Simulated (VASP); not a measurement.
Write the native input for VASP 6.6.1 that does the following.

```
Task                   : single point
Functional             : PBE
Potentials or basis    : VASP PAW PBE potentials, release 64 (Ca_sv, As)
Cutoff                 : 520 eV
k mesh                 : 16 × 10 × 8
Occupations            : gaussian, width 0.1 eV
Spin                   : no spin polarisation
Dipole correction      : no
Further INCAR settings : ALGO = Fast; EDIFF = 1e-06; NBANDS = 17
```

The structure of CaAs2 lies in POSCAR:

```
CaAs2
1.0
    3.1396029707      0.0000000000      0.0000000000
    0.0000000000      4.3316097441      0.0000000000
    0.0000000000      0.0000000000      5.5582246562
Ca As
1 2
Direct
    0.0000000000      0.5000000000      0.5000000000
    0.5000000000      0.0000000000      0.7811091827
    0.5000000000      0.0000000000      0.2188908173
```

The cell was built by a generator and needn't be a form met in nature.

One way to write it, as run:

INCAR

```
PREC     = Accurate       # precision mode
ENCUT    = 520            # plane-wave cutoff, eV
EDIFF    = 1E-6           # SCF threshold, eV
ISMEAR   = 0              # smearing method
SIGMA    = 0.1            # smearing width, eV
LREAL    = False          # projectors in reciprocal space
LASPH    = True           # aspherical terms in the spheres
NELM     = 100            # most SCF steps
ALGO     = Fast           # electronic algorithm
ISIF     = 2              # what is computed and relaxed
LWAVE    = False          # write WAVECAR
LCHARG   = False          # write CHGCAR
GGA      = PE             # functional
NBANDS   = 17             # bands
```

KPOINTS

```
Automatic mesh
0
Gamma
  16 10 8
```

Potentials or basis: VASP PAW PBE potentials, release 64 (Ca_sv, As).

Launch:

```sh
$ cat potpaw_PBE.64/Ca_sv/POTCAR potpaw_PBE.64/As/POTCAR > POTCAR
$ mpirun -np 1 vasp_std > vasp.out
```

Results of the run:

* Pressure: 0.2 GPa
* Largest force: 0.036 eV/Å
* Band gap on the k mesh: none (metal or under the smearing width)

Wall time 4.7 min on 1 thread of Intel(R) Xeon(R) Platinum 8488C (Sapphire Rapids), with other jobs on the host, peak memory 0.45 GiB.
